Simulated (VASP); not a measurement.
# OSiF3H in VASP: settings compared

Aim: see how the results for OSiF3H move with the level of theory and the settings. Levels: PBE, PBE+TS, revPBE+D3(BJ). Tasks: single point, relaxation of the atoms, atomic charges, electron localisation function.

Program: VASP 6.6.1. These are calculated values, not measurements. Logs are shortened: lines on timing, memory, paths and dates and some standing lists are left out, and cuts for length are marked.

## Step 1: The molecule as given

The cell holds a molecule in a box, 6 atoms: a = 12.000 Å, b = 12.000 Å, c = 12.000 Å, α = 90.00°, β = 90.00°, γ = 90.00°.

## Step 2: Single point, PBE (atoms moved at random, drawn with an rms of 0.05 Å)

Input file INCAR:

```
SYSTEM = SiHOF3
PREC = Accurate
ENCUT = 520
EDIFF = 1E-6
ISMEAR = 0
SIGMA = 0.01
LREAL = .FALSE.
LASPH = .TRUE.
NELM = 80
ALGO = Normal
ISIF = 2
LWAVE = .FALSE.
LCHARG = .FALSE.
GGA = PE
```

Input file KPOINTS:

```
regular mesh
0
G
  1 1 1
  0 0 0
```

Input file POSCAR:

```
SiHOF3
1.0
   12.0000000000      0.0000000000      0.0000000000
    0.0000000000     12.0000000000      0.0000000000
    0.0000000000      0.0000000000     12.0000000000
O Si F H
1 1 3 1
Direct
    0.4615590000      0.5980880000      0.5975220000
    0.4902510000      0.5433310000      0.4754850000
    0.4245000000      0.5872000000      0.3799790000
    0.4827100000      0.4107830000      0.4727700000
    0.6176950000      0.5715720000      0.4614720000
    0.3833660000      0.5873350000      0.6277290000
```

Potentials or basis: VASP PAW PBE potentials, release 64 (O, Si, F, H).

Command:

```
$ cat potpaw_PBE.64/O/POTCAR potpaw_PBE.64/Si/POTCAR potpaw_PBE.64/F/POTCAR potpaw_PBE.64/H/POTCAR > POTCAR
$ mpirun -np 1 vasp_gam > vasp.out
```

OUTCAR:

```text
SYSTEM = SiHOF3
   PREC = Accurate
   ENCUT = 520
   EDIFF = 1E-6
   ISMEAR = 0
   LREAL = .FALSE.
   LASPH = .TRUE.
   NELM = 80
   ISIF = 2
   GGA = PE

 ion  position               nearest neighbor table
   1  0.462  0.598  0.598-   6 1.01   2 1.64
   2  0.490  0.543  0.475-   3 1.49   5 1.58   4 1.59   1 1.64
   3  0.425  0.587  0.380-   2 1.49
   4  0.483  0.411  0.473-   2 1.59
   5  0.618  0.572  0.461-   2 1.58
   6  0.383  0.587  0.628-   1 1.01

  LATTYP: Found a simple cubic cell.
 ALAT       =    12.0000000000

  Lattice vectors:

 A1 = (  12.0000000000,   0.0000000000,   0.0000000000)
 A2 = (   0.0000000000,  12.0000000000,   0.0000000000)
 A3 = (   0.0000000000,   0.0000000000,  12.0000000000)

Analysis of symmetry for initial positions (statically):
=====================================================================
 Subroutine PRICEL returns:
 Original cell was already a primitive cell.

 Routine SETGRP: Setting up the symmetry group for a
 simple cubic supercell.

 Subroutine GETGRP returns: Found  1 space group operations
 (whereof  1 operations were pure point group operations)
 out of a pool of 48 trial point group operations.

The static configuration has the point symmetry C_1 .

Analysis of symmetry for dynamics (positions and initial velocities):
=====================================================================
 Subroutine PRICEL returns:
 Original cell was already a primitive cell.

 Routine SETGRP: Setting up the symmetry group for a
 simple cubic supercell.

 Subroutine GETGRP returns: Found  1 space group operations
 (whereof  1 operations were pure point group operations)
 out of a pool of 48 trial point group operations.

The dynamic configuration has the point symmetry C_1 .

 Subroutine INISYM returns: Found  1 space group operations
 (whereof  1 operations are pure point group operations),
 and found     1 'primitive' translations

----------------------------------------------------------------------------------------

                                     Primitive cell

  volume of cell :    1728.0000

  direct lattice vectors                    reciprocal lattice vectors
    12.000000000  0.000000000  0.000000000     0.083333333  0.000000000  0.000000000
     0.000000000 12.000000000  0.000000000     0.000000000  0.083333333  0.000000000
     0.000000000  0.000000000 12.000000000     0.000000000  0.000000000  0.083333333

  length of vectors
    12.000000000 12.000000000 12.000000000     0.083333333  0.083333333  0.083333333

  position of ions in fractional coordinates (direct lattice)
     0.461559000  0.598088000  0.597522000
     0.490251000  0.543331000  0.475485000
     0.424500000  0.587200000  0.379979000
     0.482710000  0.410783000  0.472770000
     0.617695000  0.571572000  0.461472000
     0.383366000  0.587335000  0.627729000

  ion indices of the primitive-cell ions
   primitive index   ion index
                 1           1
                 2           2
                 3           3
                 4           4
                 5           5
                 6           6

----------------------------------------------------------------------------------------

 KPOINTS: regular mesh

Automatic generation of k-mesh.
 Grid dimensions read from file:
 generate k-points for:    1    1    1

 Generating k-lattice:

  Cartesian coordinates                     Fractional coordinates (reciprocal lattice)
     0.083333333  0.000000000  0.000000000     1.000000000  0.000000000  0.000000000
     0.000000000  0.083333333  0.000000000     0.000000000  1.000000000  0.000000000
     0.000000000  0.000000000  0.083333333     0.000000000  0.000000000  1.000000000

  Length of vectors
     0.083333333  0.083333333  0.083333333

  Shift w.r.t. Gamma in fractional coordinates (k-lattice)
     0.000000000  0.000000000  0.000000000

 Subroutine IBZKPT returns following result:
 ===========================================

 Found      1 irreducible k-points:

 Following reciprocal coordinates:
            Coordinates               Weight
  0.000000  0.000000  0.000000      1.000000
   k-points           NKPTS =      1   k-points in BZ     NKDIM =      1   number of bands    NBANDS=     20
   number of dos      NEDOS =    301   number of ions     NIONS =      6
   total plane-waves  NPLWV = 729000
   dimension x,y,z NGX =    90 NGY =   90 NGZ =   90
   dimension x,y,z NGXF=   180 NGYF=  180 NGZF=  180
   ions per type =               1   1   3   1
   NGX,Y,Z   is equivalent  to a cutoff of  12.47, 12.47, 12.47 a.u.
   NGXF,Y,Z  is equivalent  to a cutoff of  24.94, 24.94, 24.94 a.u.
 SYSTEM =  SiHOF3
   PREC   = accura    normal or accurate (medium, high low for compatibility)
   ISTART =      0    job   : 0-new  1-cont  2-samecut
   ICHARG =      2    charge: 1-file 2-atom 10-const
   ISPIN  =      1    spin polarized calculation?
   LNONCOLLINEAR =      F non collinear calculations
   LSORBIT =      F    spin-orbit coupling
   LASPH  =      T    aspherical Exc in radial PAW
   ENCUT  =  520.0 eV  38.22 Ry    6.18 a.u.  22.31 22.31 22.31*2*pi/ulx,y,z
   NELM   =     80;   NELMIN=  2; NELMDL= -5     # of ELM steps
   EDIFF  = 0.1E-05   stopping-criterion for ELM
   LREAL  =      F    real-space projection
   EDIFFG = 0.1E-04   stopping-criterion for IOM
   NSW    =      0    number of steps for IOM
   IBRION =     -1    ionic relax: 0-MD 1-quasi-New 2-CG
   NFREE  =      0    steps in history (QN), initial steepest desc. (CG)
   ISIF   =      2    stress and relaxation
   ISYM   =      2    0-nonsym 1-usesym 2-fastsym
   POTIM  = 0.5000    time-step for ionic-motion
   TEBEG  =    0.0;   TEEND  =   0.0 temperature during run
   PSTRESS=    0.0 pullay stress
   NELECT =      32.0000    total number of electrons
   NUPDOWN=      -1.0000    fix difference up-down
   EMIN   =  10.00;   EMAX   =-10.00  energy-range for DOS
   EFERMI =   0.00;   METHOD = LEGACY
   ISMEAR =     0;   SIGMA  =   0.01  broadening in eV -4-tet -1-fermi 0-gaus
   EFERMI_NEDOS =   21; number of points for ismear=-14 and -15
   IALGO  =     38    algorithm
   IMIX   =      4    mixing-type and parameters
     AMIX     =   0.40;   BMIX     =  1.00
     AMIX_MAG =   1.60;   BMIX_MAG =  1.00
  volume/ion in A,a.u.               =     288.00      1943.52
  Fermi-wavevector in a.u.,A,eV,Ry     =   0.433122  0.818482  2.552380  0.187595
  Thomas-Fermi vector in A             =   1.403327
   LORBIT       =      0    0 simple, 1 ext, 2 COOP (PROOUT), +10 PAW based schemes
   GGA     = PE    functional components
   LHFCALC =     F    Hartree Fock is set to
   AEXX    =    0.0000 exact exchange contribution
   IVDW    =     0    specifies the selected vdW correction
   LEPSILON=     F    determine dielectric tensor
   LRPA    =     F    only Hartree local field effects (RPA)
 non-spin polarized calculation
 Gauss-broadening in eV      SIGMA  =   0.01
  energy-cutoff  :      520.00
  volume of cell :     1728.00
 maximum number of plane-waves:     23293
 NGX is ok and might be reduce to    90
   NGX = 45   NGY = 45   NGZ = 45

 number of electron      31.9999993 magnetization

 Free energy of the ion-electron system (eV)
  ---------------------------------------------------
  ext. energy  EPLUGINS =         0.00000000
  ---------------------------------------------------
  free energy    TOTEN  =       -33.86856806 eV

  energy without entropy =      -33.86856806  energy(sigma->0) =      -33.86856806

 E-fermi :  -8.3573     XC(G=0):  -0.6866

 val. band max:       -8.4120046709   @ k =   0.0000   0.0000   0.0000
 cond. band min:      -1.2965620632   @ k =   0.0000   0.0000   0.0000
 fundamental gap:      7.1154426077
 Fermi energy:        -8.3572886823

 k-point     1 :       0.0000    0.0000    0.0000
  band No.  band energies     occupation
      1     -31.4831      2.00000
      2     -30.1804      2.00000
      3     -29.7828      2.00000
      4     -25.5155      2.00000
      5     -14.6750      2.00000
      6     -13.3560      2.00000
[... 12 lines left out ...]
     19       0.4778      0.00000
     20       0.7181      0.00000

------------------------ aborting loop because EDIFF is reached ----------------------------------------

  FORCE on cell =-STRESS in cart. coord.  units (eV):
  Direction    XX          YY          ZZ          XY          YZ          ZX
  --------------------------------------------------------------------------------------
  -------------------------------------------------------------------------------------
  Total        1.2659858      0.8248372      3.0839194     -1.1408449     -2.2729495      3.0399322
  in kB        1.1738042      0.7647775      2.8593668     -1.0577754     -2.1074469      2.8185824
  external PRESSURE =       1.5993162 kB  Pullay stress =       0.0000000 kB

 VOLUME and BASIS-vectors are now :
 -----------------------------------------------------------------------------
  energy-cutoff  :      520.00
  volume of cell :     1728.00
      direct lattice vectors                 reciprocal lattice vectors
    12.000000000  0.000000000  0.000000000     0.083333333  0.000000000  0.000000000
     0.000000000 12.000000000  0.000000000     0.000000000  0.083333333  0.000000000
     0.000000000  0.000000000 12.000000000     0.000000000  0.000000000  0.083333333

 POSITION                                       TOTAL-FORCE (eV/Angst)
 -----------------------------------------------------------------------------------
      5.53871      7.17706      7.17026        -2.041766     -0.522081      0.207536
      5.88301      6.51997      5.70582         2.560061     -1.553642      4.225647
      5.09400      7.04640      4.55975        -2.577377      1.709646     -3.542547
      5.79252      4.92940      5.67324        -0.277403     -0.136937      0.063910
      7.41234      6.85886      5.53766         0.602422      0.235426     -0.319775
      4.60039      7.04802      7.53275         1.734063      0.267589     -0.634771
 -----------------------------------------------------------------------------------
    total drift:                                0.002359     -0.003863      0.002191

  FREE ENERGIE OF THE ION-ELECTRON SYSTEM (eV)
  ---------------------------------------------------
  free  energy   TOTEN  =       -33.8685680594 eV

  energy  without entropy=      -33.8685680594  energy(sigma->0) =      -33.86856806
```

Wall time 99 s (1 thread of Intel Xeon 6975P-C (Granite Rapids), shared host); peak memory 1.2 GiB.

What came out:

| Quantity | Value |
| --- | --- |
| Free energy | -33.8686 eV |
| Largest force | 5.179 eV/Å |
| Gap between the frontier levels | 7.12 eV |

Forces in eV/Å, atoms in the order of the input:
```
O   -2.042 -0.522  0.208
Si   2.560 -1.554  4.226
F   -2.577  1.710 -3.543
F   -0.277 -0.137  0.064
F    0.602  0.235 -0.320
H    1.734  0.268 -0.635
```

Levels at points of the mesh, in eV from the valence-band top:
| k point | band 12 | band 13 | band 14 | band 15 | band 16 | band 17 | band 18 | band 19 | band 20 |
| --- | --- | --- | --- | --- | --- | --- | --- | --- | --- |
| (0.00, 0.00, 0.00) | -2.12 | -1.78 | -1.42 | -0.88 | 0.00 | 7.12 | 8.54 | 8.89 | 9.13 |

## Step 3: Relaxation of the atoms, PBE (atoms moved at random, drawn with an rms of 0.02 Å)

Input file INCAR:

```
SYSTEM = SiHOF3
PREC = Accurate
ENCUT = 520
EDIFF = 1E-6
ISMEAR = 0
SIGMA = 0.01
LREAL = .False.
LASPH = .True.
NELM = 100
ALGO = Normal
ISIF = 2
LWAVE = .False.
LCHARG = .False.
GGA = PE
IBRION = 2
NSW = 40
EDIFFG = -0.01
```

Input file KPOINTS:

```
regular mesh
0
Gamma
  1 1 1
  0 0 0
```

Input file POSCAR:

```
SiHOF3
1.0
   12.0000000000      0.0000000000      0.0000000000
    0.0000000000     12.0000000000      0.0000000000
    0.0000000000      0.0000000000     12.0000000000
O Si F H
1 1 3 1
Direct
    0.4569470000      0.5936840000      0.6003720000
    0.4943830000      0.5408870000      0.4794120000
    0.4227050000      0.5871820000      0.3809880000
    0.4829810000      0.4097470000      0.4771570000
    0.6201460000      0.5719570000      0.4613660000
    0.3822500000      0.5838400000      0.6245310000
```

Potentials or basis: VASP PAW PBE potentials, release 64 (O, Si, F, H).

Command:

```
$ cat potpaw_PBE.64/O/POTCAR potpaw_PBE.64/Si/POTCAR potpaw_PBE.64/F/POTCAR potpaw_PBE.64/H/POTCAR > POTCAR
$ mpirun -np 1 vasp_gam > vasp.out
```

Wall time 17 min (1 thread of Intel Xeon 6975P-C (Granite Rapids), shared host); peak memory 1.4 GiB.

The run converged. Its results:

| Property | Result |
| --- | --- |
| Free energy | -34.1841 eV |
| Energy gained by relaxing | 7.8 meV/atom |
| Ionic steps | 30 |
| Largest force after relaxing | 0.006 eV/Å |
| Gap between the frontier levels | 7.39 eV |

Forces on the atoms (eV/Å):
```
O    0.000  0.001 -0.005
Si  -0.003  0.001  0.005
F   -0.001 -0.001 -0.001
F    0.000 -0.001 -0.003
F    0.000  0.001  0.004
H    0.005  0.000 -0.001
```

Step by step:
```
step  energy change (eV)  largest force (eV/Å)  pressure (GPa)
   1              0.0000                1.6743            0.08
   2              0.5293                7.4622           -0.08
   3             -0.0420                0.3982            0.02
   4             -0.0420                0.3644            0.02
   5             -0.0354                0.7930           -0.03
   6             -0.0455                0.1340            0.00
   7             -0.0463                0.0929           -0.02
   8             -0.0463                0.0735           -0.02
   9             -0.0465                0.0522           -0.02
  10             -0.0466                0.0942           -0.02
  11             -0.0468                0.0507           -0.02
  12             -0.0468                0.0359           -0.02
  13             -0.0468                0.0286           -0.02
  14             -0.0468                0.0279           -0.02
  15             -0.0468                0.0271           -0.02
  16             -0.0469                0.0347           -0.01
  17             -0.0469                0.0873           -0.01
  18             -0.0469                0.0542           -0.01
  19             -0.0469                0.0479           -0.01
  20             -0.0470                0.0300           -0.01
  21             -0.0470                0.0272           -0.01
  22             -0.0470                0.0205           -0.01
  23             -0.0470                0.0233           -0.02
  24             -0.0470                0.0214           -0.02
  25             -0.0470                0.0154           -0.02
  26             -0.0470                0.0287           -0.02
  27             -0.0470                0.0175           -0.02
  28             -0.0471                0.0120           -0.02
  29             -0.0471                0.0161           -0.02
  30             -0.0471                0.0059           -0.02
```

Final structure:
```
O Si F H
1.0
    12.00000    0.00000    0.00000
     0.00000   12.00000    0.00000
     0.00000    0.00000   12.00000
O Si F H
1 1 3 1
Direct
  0.45735 0.59300 0.59930
  0.49413 0.54068 0.48059
  0.42242 0.58792 0.37929
  0.48290 0.40842 0.47720
  0.62091 0.57276 0.46134
  0.38169 0.58451 0.62610
```

Levels at points of the mesh, in eV from the valence-band top:
```csv
k point,band 12,band 13,band 14,band 15,band 16,band 17,band 18,band 19,band 20
"(0.00, 0.00, 0.00)",-1.80,-1.76,-1.26,-0.73,0.00,7.39,8.79,9.10,9.36
```

## Step 4: Atomic charges, PBE+TS

Input file INCAR:

```
PREC = Accurate
ENCUT = 520
EDIFF = 1E-6
ISMEAR = 0
SIGMA = 0.01
LREAL = False
LASPH = True
NELM = 60
ALGO = Normal
ISIF = 2
LWAVE = False
LCHARG = False
GGA = PE
IVDW = 2
LORBIT = 11
```

Input file KPOINTS:

```
regular mesh
0
Gamma
  1 1 1
```

Input file POSCAR:

```
SiHOF3
1.0
   12.0000000000      0.0000000000      0.0000000000
    0.0000000000     12.0000000000      0.0000000000
    0.0000000000      0.0000000000     12.0000000000
O Si F H
1 1 3 1
Direct
    0.4574541700      0.5930166700      0.5976958300
    0.4939291700      0.5409250000      0.4801041700
    0.4225125000      0.5874000000      0.3805875000
    0.4820708300      0.4104833300      0.4774375000
    0.6189791700      0.5721333300      0.4602125000
    0.3831875000      0.5829500000      0.6250791700
```

Command:

```
$ cat potpaw_PBE.64/O/POTCAR potpaw_PBE.64/Si/POTCAR potpaw_PBE.64/F/POTCAR potpaw_PBE.64/H/POTCAR > POTCAR
$ mpirun -np 1 vasp_gam > vasp.out
```

Run time: 97 s. Hardware: 1 thread of Intel Xeon 6975P-C (Granite Rapids), shared host; peak memory 1.3 GiB.

It converged, with:

```yaml
Free_energy: -34.1656 eV
Largest_force: 0.854 eV/Å
Gap_between_the_frontier_levels: 7.49 eV
Valence_electrons_inside_the_program's_atomic_spheres: O 5.22; Si 1.67; F 6.16; H 0.76
Hirshfeld_charges: O -0.27; Si +0.59; F -0.17, -0.16; H +0.19 e
Dispersion_energy_per_atom: -0.003 eV
```

Forces in eV/Å, atoms in the order of the input:
```
O    0.350  0.273  0.286
Si  -0.150  0.098  0.263
F   -0.451  0.309 -0.653
F   -0.062 -0.852 -0.018
F    0.819  0.214 -0.112
H   -0.505 -0.042  0.234
```

Levels at points of the mesh, in eV from the valence-band top:
```tsv
k point	band 14	band 15	band 16	band 17	band 18	band 19
(0.00, 0.00, 0.00)	-1.30	-0.72	0.00	7.49	8.83	9.14
```

## Step 5: Electron localisation function, PBE

Input file INCAR:

```
SYSTEM = SiHOF3
ALGO     = Normal         ! electronic algorithm
EDIFF    = 1E-6           ! SCF threshold, eV
ENCUT    = 520            ! plane-wave cutoff, eV
GGA      = PE             ! functional
ISIF     = 2              ! what is computed and relaxed
ISMEAR   = 0              ! smearing method
LASPH    = .TRUE.         ! aspherical terms in the spheres
LCHARG   = .TRUE.         ! write CHGCAR
LELF     = .TRUE.         ! ELF
LREAL    = .FALSE.        ! projectors in reciprocal space
LWAVE    = .FALSE.        ! write WAVECAR
NELM     = 80             ! most SCF steps
PREC     = Accurate       ! precision mode
SIGMA    = 0.01           ! smearing width, eV
```

Input file KPOINTS:

```
k-points
0
G
  1 1 1
  0 0 0
```

POSCAR is that of step 4.

Command:

```
$ cat potpaw_PBE.64/O/POTCAR potpaw_PBE.64/Si/POTCAR potpaw_PBE.64/F/POTCAR potpaw_PBE.64/H/POTCAR > POTCAR
$ mpirun -np 1 vasp_gam > vasp.out
```

Wall time 98 s (1 thread of Intel Xeon 6975P-C (Granite Rapids), shared host); peak memory 1.3 GiB.

Results (log left out):

* Free energy: -34.1504 eV
* Largest force: 0.844 eV/Å
* Gap between the frontier levels: 7.49 eV

Forces on the atoms (eV/Å):
```
O    0.353  0.267  0.274
Si  -0.151  0.098  0.264
F   -0.444  0.306 -0.646
F   -0.060 -0.842 -0.018
F    0.810  0.211 -0.112
H   -0.508 -0.040  0.238
```

Levels at points of the mesh, in eV from the valence-band top:
```
           k point  band 12  band 13  band 14  band 15  band 16  band 17  band 18  band 19  band 20
(0.00, 0.00, 0.00)    -1.87    -1.84    -1.30    -0.72     0.00     7.49     8.83     9.14     9.37
```

(Part 1 of 2 ends here.)
